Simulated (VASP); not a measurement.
# Be3Si4 in VASP: notebook

The runs below take Be3Si4 through single point, with PBE.

Everything below comes from runs of VASP 6.6.1. Logs are shortened: lines on timing, memory, paths and dates and some standing lists are left out, and cuts for length are marked.

### Step 1. Starting point

The cell holds a amorphous, 14 atoms: a = 5.655 Å, b = 5.515 Å, c = 5.773 Å, α = 87.09°, β = 84.14°, γ = 101.77°.

The cell was built by a generator and needn't be a form met in nature.

### Step 2. Single point, PBE

Input file INCAR:

```
PREC = Accurate ; ENCUT = 520
EDIFF = 1E-6 ; ISMEAR = -1
SIGMA = 0.05 ; LREAL = F
LASPH = T ; NELM = 80
ALGO = Fast ; ISIF = 2
LWAVE = F ; LCHARG = F
GGA = PE ; NBANDS = 35
```

Input file KPOINTS:

```
Automatic mesh
0
Gamma
  3 3 3
```

Input file POSCAR:

```
Be3Si4
1.0
    5.5841950000     -0.4094060000      0.7948710000
   -0.8999810000      5.3364860000      1.0636790000
   -0.2787510000     -0.8798350000      5.6984850000
Be Si
6 8
Direct
    0.7467054807      0.7560579331      0.4233894661
    0.3781456938      0.7656881484      0.6073252014
    0.6296971639      0.5724385692      0.7708884205
    0.7129580054      0.9842662385      0.7258471381
    0.8312515099      0.4571652265      0.1702756487
    0.3616985680      0.4236439398      0.2851607287
    0.5684196273      0.1201526740      0.3975014142
    0.3009247288      0.2758762544      0.6701033488
    0.5187610797      0.2028460579      0.9926795929
    0.0023714540      0.9289751023      0.9723183780
    0.0243903934      0.5348839305      0.7984952104
    0.9972114338      0.1531805248      0.4034408519
    0.5538544363      0.7897252351      0.0936838514
    0.1450161055      0.7340667034      0.2985141781
```

Potentials or basis: VASP PAW PBE potentials, release 64 (Be, Si).

Started as:

```console
$ cat potpaw_PBE.64/Be/POTCAR potpaw_PBE.64/Si/POTCAR > POTCAR
$ mpirun -np 1 vasp_std > vasp.out
```

OUTCAR:

```text
PREC = Accurate
   ENCUT = 520
   EDIFF = 1E-6
   ISMEAR = -1
   LREAL = F
   LASPH = T
   NELM = 80
   ISIF = 2
   GGA = PE

 ion  position               nearest neighbor table
   1  0.747  0.756  0.423-   3 2.18   4 2.22   2 2.25  13 2.31  14 2.32  12 2.34   5 2.35   7 2.43

   2  0.378  0.766  0.607-   3 2.20   4 2.22   1 2.25   7 2.25  11 2.28  14 2.32   8 2.65
   3  0.630  0.572  0.771-   1 2.18   2 2.20   4 2.22   9 2.29  11 2.30  13 2.32   8 2.36
   4  0.713  0.984  0.726-   1 2.22   2 2.22   3 2.22   7 2.29   9 2.33  10 2.33  13 2.34  12 2.35

   5  0.831  0.457  0.170-  11 2.28  14 2.30   1 2.35   7 2.37   9 2.38  12 2.48  13 2.69  10 2.73

   6  0.362  0.424  0.285-  13 2.26   8 2.29  14 2.30  12 2.30   7 2.33   9 2.34
   7  0.568  0.120  0.398-   2 2.25   4 2.29   6 2.33   5 2.37   8 2.38  12 2.40   9 2.41   1 2.43
                            13 2.59  14 2.99
   8  0.301  0.276  0.670-   6 2.29   3 2.36   7 2.38   9 2.40  11 2.41  12 2.44   2 2.65  10 2.70

   9  0.519  0.203  0.993-   3 2.29   4 2.33   6 2.34  13 2.38   5 2.38   8 2.40   7 2.41  10 3.02
                            11 3.13
  10  0.002  0.929  0.972-   4 2.33  14 2.41  11 2.46  13 2.51   8 2.70   5 2.73  12 2.83   9 3.02

  11  0.024  0.535  0.798-   2 2.28   5 2.28   3 2.30   8 2.41  10 2.46  14 3.00   9 3.13
  12  0.997  0.153  0.403-   6 2.30   1 2.34   4 2.35   7 2.40   8 2.44   5 2.48  14 2.69  10 2.83

  13  0.554  0.790  0.094-   6 2.26   1 2.31   3 2.32   4 2.34   9 2.38  14 2.44  10 2.51   7 2.59
                             5 2.69
  14  0.145  0.734  0.299-   6 2.30   5 2.30   2 2.32   1 2.32  10 2.41  13 2.44  12 2.69   7 2.99
                            11 3.00

  LATTYP: Found a triclinic cell.
 ALAT       =     7.7788174002
 B/A-ratio  =     0.7421104113
 C/A-ratio  =     1.7205169131
 COS(alpha) =     0.0012835327
 COS(beta)  =     0.6464704995
 COS(gamma) =     0.7061010887

  Lattice vectors:

 A1 = (  -0.6212300000,   6.2163210000,  -4.6348060000)
 A2 = (   0.2787510000,   0.8798350000,  -5.6984850000)
 A3 = (  -7.3841570000,  11.0823780000,   1.3324870000)

Analysis of symmetry for initial positions (statically):
=====================================================================
 Subroutine PRICEL returns:
 Original cell was already a primitive cell.

 Routine SETGRP: Setting up the symmetry group for a
 triclinic supercell.

 Subroutine GETGRP returns: Found  1 space group operations
 (whereof  1 operations were pure point group operations)
 out of a pool of  2 trial point group operations.

The static configuration has the point symmetry C_1 .

Analysis of symmetry for dynamics (positions and initial velocities):
=====================================================================
 Subroutine PRICEL returns:
 Original cell was already a primitive cell.

 Routine SETGRP: Setting up the symmetry group for a
 triclinic supercell.

 Subroutine GETGRP returns: Found  1 space group operations
 (whereof  1 operations were pure point group operations)
 out of a pool of  2 trial point group operations.

The dynamic configuration has the point symmetry C_1 .

 Subroutine INISYM returns: Found  1 space group operations
 (whereof  1 operations are pure point group operations),
 and found     1 'primitive' translations

----------------------------------------------------------------------------------------

                                     Primitive cell

  volume of cell :     174.8743

  direct lattice vectors                    reciprocal lattice vectors
     5.584195000 -0.409406000  0.794871000     0.179247284  0.027631424  0.013034421
    -0.899981000  5.336486000  1.063679000     0.009341787  0.183234577  0.028748031
    -0.278751000 -0.879835000  5.698485000    -0.026746606 -0.038056815  0.168300985

  length of vectors
     5.655322005  5.515384088  5.772741380     0.181832287  0.185711142  0.174610778

  position of ions in fractional coordinates (direct lattice)
     0.746705481  0.756057933  0.423389466
     0.378145694  0.765688148  0.607325201
     0.629697164  0.572438569  0.770888421
     0.712958005  0.984266238  0.725847138
     0.831251510  0.457165227  0.170275649
     0.361698568  0.423643940  0.285160729
     0.568419627  0.120152674  0.397501414
     0.300924729  0.275876254  0.670103349
     0.518761080  0.202846058  0.992679593
     0.002371454  0.928975102  0.972318378
     0.024390393  0.534883931  0.798495210
     0.997211434  0.153180525  0.403440852
     0.553854436  0.789725235  0.093683851
     0.145016105  0.734066703  0.298514178

  ion indices of the primitive-cell ions
   primitive index   ion index
                 1           1
                 2           2
                 3           3
                 4           4
                 5           5
                 6           6
                 7           7
                 8           8
                 9           9
                10          10
                11          11
                12          12
                13          13
                14          14

----------------------------------------------------------------------------------------

 KPOINTS: Automatic mesh

Automatic generation of k-mesh.
 Grid dimensions read from file:
 generate k-points for:    3    3    3

 Generating k-lattice:

  Cartesian coordinates                     Fractional coordinates (reciprocal lattice)
     0.059749095  0.009210475  0.004344807     0.333333333 -0.000000000  0.000000000
     0.003113929  0.061078192  0.009582677     0.000000000  0.333333333  0.000000000
    -0.008915535 -0.012685605  0.056100328     0.000000000  0.000000000  0.333333333

  Length of vectors
     0.060610762  0.061903714  0.058203593

  Shift w.r.t. Gamma in fractional coordinates (k-lattice)
     0.000000000  0.000000000  0.000000000

 Subroutine IBZKPT returns following result:
 ===========================================

 Found     14 irreducible k-points:

 Following reciprocal coordinates:
            Coordinates               Weight
  0.000000  0.000000  0.000000      1.000000
  0.333333  0.000000  0.000000      2.000000
  0.000000  0.333333  0.000000      2.000000
  0.333333  0.333333 -0.000000      2.000000
 -0.333333  0.333333 -0.000000      2.000000
 -0.000000  0.000000  0.333333      2.000000
  0.333333  0.000000  0.333333      2.000000
 -0.333333  0.000000  0.333333      2.000000
 -0.000000  0.333333  0.333333      2.000000
  0.333333  0.333333  0.333333      2.000000
 -0.333333  0.333333  0.333333      2.000000
 -0.000000 -0.333333  0.333333      2.000000
  0.333333 -0.333333  0.333333      2.000000
 -0.333333 -0.333333  0.333333      2.000000
   k-points           NKPTS =     14   k-points in BZ     NKDIM =     14   number of bands    NBANDS=     35
   number of dos      NEDOS =    301   number of ions     NIONS =     14
   total plane-waves  NPLWV =  84672
   dimension x,y,z NGX =    42 NGY =   42 NGZ =   48
   dimension x,y,z NGXF=    84 NGYF=   84 NGZF=   96
   ions per type =               6   8
   NGX,Y,Z   is equivalent  to a cutoff of  12.35, 12.66, 13.82 a.u.
   NGXF,Y,Z  is equivalent  to a cutoff of  24.69, 25.32, 27.65 a.u.
 SYSTEM =  unknown system
   PREC   = accura    normal or accurate (medium, high low for compatibility)
   ISTART =      0    job   : 0-new  1-cont  2-samecut
   ICHARG =      2    charge: 1-file 2-atom 10-const
   ISPIN  =      1    spin polarized calculation?
   LNONCOLLINEAR =      F non collinear calculations
   LSORBIT =      F    spin-orbit coupling
   LASPH  =      T    aspherical Exc in radial PAW
   ENCUT  =  520.0 eV  38.22 Ry    6.18 a.u.  10.52 10.25 10.73*2*pi/ulx,y,z
   NELM   =     80;   NELMIN=  2; NELMDL= -5     # of ELM steps
   EDIFF  = 0.1E-05   stopping-criterion for ELM
   LREAL  =      F    real-space projection
[... 7 lines left out ...]
   TEBEG  =    0.0;   TEEND  =   0.0 temperature during run
   PSTRESS=    0.0 pullay stress
   NELECT =      44.0000    total number of electrons
   NUPDOWN=      -1.0000    fix difference up-down
   EMIN   =  10.00;   EMAX   =-10.00  energy-range for DOS
   EFERMI =   0.00;   METHOD = LEGACY
   ISMEAR =    -1;   SIGMA  =   0.05  broadening in eV -4-tet -1-fermi 0-gaus
   EFERMI_NEDOS =   21; number of points for ismear=-14 and -15
   IALGO  =     68    algorithm
   IMIX   =      4    mixing-type and parameters
     AMIX     =   0.40;   BMIX     =  1.00
     AMIX_MAG =   1.60;   BMIX_MAG =  1.00
  volume/ion in A,a.u.               =      12.49        84.29
  Fermi-wavevector in a.u.,A,eV,Ry     =   1.033516  1.953061 14.533125  1.068155
  Thomas-Fermi vector in A             =   2.167766
   LORBIT       =      0    0 simple, 1 ext, 2 COOP (PROOUT), +10 PAW based schemes
   GGA     = PE    functional components
   LHFCALC =     F    Hartree Fock is set to
   AEXX    =    0.0000 exact exchange contribution
   IVDW    =     0    specifies the selected vdW correction
   LEPSILON=     F    determine dielectric tensor
   LRPA    =     F    only Hartree local field effects (RPA)
 non-spin polarized calculation
 RMM-DIIS sequential band-by-band and
  energy-cutoff  :      520.00
  volume of cell :      174.87
 maximum number of plane-waves:      4725
 NGX is ok and might be reduce to    42
   NGX = 21   NGY = 21   NGZ = 21

 number of electron      43.9999999 magnetization

 Free energy of the ion-electron system (eV)
  ---------------------------------------------------
  ext. energy  EPLUGINS =         0.00000000
  ---------------------------------------------------
  free energy    TOTEN  =       -58.80166104 eV

  energy without entropy =      -58.76219561  energy(sigma->0) =      -58.78192832

 E-fermi :   8.2757     XC(G=0): -10.6412

 val. band max:        8.2558379891   @ k =   0.3333   0.3333   0.3333
 cond. band min:       8.3011434664   @ k =  -0.3333   0.3333  -0.0000
 fundamental gap:      0.0453054773
 Fermi energy:         8.2757303002

 k-point     1 :       0.0000    0.0000    0.0000
  band No.  band energies     occupation
      1      -5.2328      2.00000
      2      -1.9785      2.00000
      3      -1.7732      2.00000
      4      -1.3728      2.00000
      5      -0.3264      2.00000
      6       0.4209      2.00000
[... 26 lines left out ...]
     33      13.0865      0.00000
     34      13.5857      0.00000

 k-point     2 :       0.3333    0.0000    0.0000
  band No.  band energies     occupation
      1      -4.7815      2.00000
      2      -3.3095      2.00000
      3      -1.5711      2.00000
      4      -1.1595      2.00000
      5      -0.2833      2.00000
      6       0.2119      2.00000
[... 26 lines left out ...]
     33      12.8503      0.00000
     34      13.3327      0.00000

 k-point     3 :       0.0000    0.3333    0.0000
  band No.  band energies     occupation
      1      -4.8430      2.00000
      2      -3.1544      2.00000
      3      -1.4183      2.00000
      4      -1.0665      2.00000
      5      -0.1991      2.00000
      6       0.0597      2.00000
[... 26 lines left out ...]
     33      12.8065      0.00000
     34      12.9411      0.00000
[... 334 lines left out ...]
 k-point    13 :       0.3333   -0.3333    0.3333
  band No.  band energies     occupation
      1      -4.2180      2.00000
      2      -2.8168      2.00000
      3      -2.4078      2.00000
      4      -1.7368      2.00000
      5      -1.0910      2.00000
      6      -0.7529      2.00000
[... 26 lines left out ...]
     33      11.5422      0.00000
     34      11.6429      0.00000

 k-point    14 :      -0.3333   -0.3333    0.3333
  band No.  band energies     occupation
      1      -3.9407      2.00000
      2      -2.9935      2.00000
      3      -2.7353      2.00000
      4      -2.1013      2.00000
      5      -0.9327      2.00000
      6      -0.7418      2.00000
[... 26 lines left out ...]
     33      12.4050      0.00000
     34      12.6678      0.00000
 [bands above 34 left out]

------------------------ aborting loop because EDIFF is reached ----------------------------------------

  FORCE on cell =-STRESS in cart. coord.  units (eV):
  Direction    XX          YY          ZZ          XY          YZ          ZX
  --------------------------------------------------------------------------------------
  -------------------------------------------------------------------------------------
  Total        7.9924986      3.7139206      8.2792972      0.8262424     -3.1123474      0.8351037
  in kB       73.2263023     34.0264901     75.8539163      7.5699322    -28.5149495      7.6511192
  external PRESSURE =      61.0355696 kB  Pullay stress =       0.0000000 kB

 VOLUME and BASIS-vectors are now :
 -----------------------------------------------------------------------------
  energy-cutoff  :      520.00
  volume of cell :      174.87
      direct lattice vectors                 reciprocal lattice vectors
     5.584195000 -0.409406000  0.794871000     0.179247284  0.027631424  0.013034421
    -0.899981000  5.336486000  1.063679000     0.009341787  0.183234577  0.028748031
    -0.278751000 -0.879835000  5.698485000    -0.026746606 -0.038056815  0.168300985

 POSITION                                       TOTAL-FORCE (eV/Angst)
 -----------------------------------------------------------------------------------
      3.37129      3.35647      3.81042         0.048578     -0.391471     -0.242948
      1.25324      3.39692      4.57586        -0.039013     -0.400665      0.189768
      2.78628      2.11875      5.50232         0.188213      0.173636      0.038399
      2.89314      4.32201      5.74988         0.034308     -0.516539      0.015832
      4.18297      1.94952      2.11733         0.092592     -0.060405      0.359821
      1.55904      1.86179      2.36311         0.284329      0.059359     -0.017047
      2.95523      0.05874      2.84478         0.291717     -0.015330     -0.031655
      1.24535      0.75943      4.35121        -0.683829     -0.107640      0.899202
      2.43760     -0.00329      6.28488        -0.448540      0.520794     -0.289037
     -1.09385      4.10101      6.53076         1.010812      0.769543     -0.172021
     -0.56777      2.14187      5.13854        -0.419667      0.024236     -0.251979
      5.31830      0.05422      3.25459        -0.095094      0.019029     -0.541174
      2.35598      3.90518      1.81411         0.052738     -0.296108     -0.406458
      0.06594      3.59532      2.59716        -0.317143      0.221560      0.449295
 -----------------------------------------------------------------------------------
    total drift:                                0.000039     -0.000117      0.000066

  FREE ENERGIE OF THE ION-ELECTRON SYSTEM (eV)
  ---------------------------------------------------
  free  energy   TOTEN  =       -58.8016610418 eV

  energy  without entropy=      -58.7621956054  energy(sigma->0) =      -58.78192832
```

Run time: 92 s. Hardware: 1 thread of Intel Xeon Platinum 8488C (Sapphire Rapids), shared host; peak memory 0.28 GiB.

Results:

```
Free energy            : -58.8017 eV
Pressure               : 6.1 GPa
Largest force          : 1.282 eV/Å
Band gap on the k mesh : none (metal or under the smearing width)
```

Forces on the atoms (eV/Å):
```
Be   0.049 -0.391 -0.243
Be  -0.039 -0.401  0.190
Be   0.188  0.174  0.038
Be   0.034 -0.517  0.016
Be   0.093 -0.060  0.360
Be   0.284  0.059 -0.017
Si   0.292 -0.015 -0.032
Si  -0.684 -0.108  0.899
Si  -0.449  0.521 -0.289
Si   1.011  0.770 -0.172
Si  -0.420  0.024 -0.252
Si  -0.095  0.019 -0.541
Si   0.053 -0.296 -0.406
Si  -0.317  0.222  0.449
```

Stress tensor (GPa, compression positive):
```
 7.32  0.76  0.77
 0.76  3.40 -2.85
 0.77 -2.85  7.59
```

Caveat: the k mesh is coarse (spacing up to 0.39 Å⁻¹), so the values aren't converged.

### Step 3. Single point, PBE

Input file INCAR:

```
PREC = Accurate
ENCUT = 520
EDIFF = 1E-6
ISMEAR = -1
SIGMA = 0.05
LREAL = False
LASPH = True
NELM = 100
ALGO = Normal
ISIF = 2
LWAVE = False
LCHARG = False
GGA = PE
NBANDS = 35
```

Input file KPOINTS:

```
regular mesh
0
Gamma
  3 3 3
```

Input file POSCAR:

```
Be3Si4
1.0
    5.5841950000     -0.4094060000      0.7948710000
   -0.8999810000      5.3364860000      1.0636790000
   -0.2787510000     -0.8798350000      5.6984850000
Be Si
6 8
Direct
    0.7464322107      0.7469138026      0.4253788780
    0.3773284664      0.7647219999      0.6083546438
    0.6321742667      0.5744285752      0.7714970551
    0.7105098052      0.9770371764      0.7255522185
    0.8380250672      0.4621503305      0.1687774163
    0.3643516644      0.4281864705      0.2872099288
    0.5679063960      0.1201687001      0.4016972498
    0.2995797829      0.2735234732      0.6707455655
    0.5166230694      0.2018792960      0.9919728729
    0.0032843556      0.9323027952      0.9735702482
    0.0264238912      0.5359600098      0.7972324237
    0.9951269555      0.1549327459      0.3968647340
    0.5545845290      0.7877730664      0.0955812244
    0.1447360756      0.7350345639      0.2978261171
```

Potentials or basis: VASP PAW PBE potentials, release 64 (Be, Si).

Started as:

```console
$ cat potpaw_PBE.64/Be/POTCAR potpaw_PBE.64/Si/POTCAR > POTCAR
$ mpirun -np 1 vasp_std > vasp.out
```

Wall time 78 s (1 thread of Intel Xeon Platinum 8488C (Sapphire Rapids), shared host); peak memory 0.28 GiB.

It converged, with:

```
Free energy            : -58.8643 eV
Pressure               : 6.0 GPa
Largest force          : 1.262 eV/Å
Band gap on the k mesh : none (metal or under the smearing width)
```

Forces on the atoms (eV/Å):
```
Be   0.004 -0.198 -0.250
Be  -0.018 -0.400  0.107
Be   0.102 -0.063  0.095
Be   0.125 -0.356  0.107
Be  -0.150 -0.266  0.227
Be   0.319 -0.123  0.017
Si   0.292  0.055 -0.305
Si  -0.830 -0.033  0.804
Si  -0.322  0.440 -0.064
Si   0.965  0.781 -0.226
Si  -0.465  0.073 -0.248
Si   0.051 -0.098 -0.414
Si   0.090 -0.109 -0.412
Si  -0.164  0.295  0.562
```

Stress tensor (GPa, compression positive):
```
 7.39  0.83  0.56
 0.83  3.38 -3.10
 0.56 -3.10  7.13
```

Levels at points of the mesh, in eV from the Fermi level:
```tsv
k point	band 18	band 19	band 20	band 21	band 22	band 23	band 24	band 25	band 26	band 27
(0.00, 0.00, 0.00)	-2.47	-2.09	-1.64	-1.49	-1.11	-0.54	0.37	0.92	2.50	2.90
```

Caveat: the k mesh is coarse (spacing up to 0.39 Å⁻¹), so the values aren't converged.
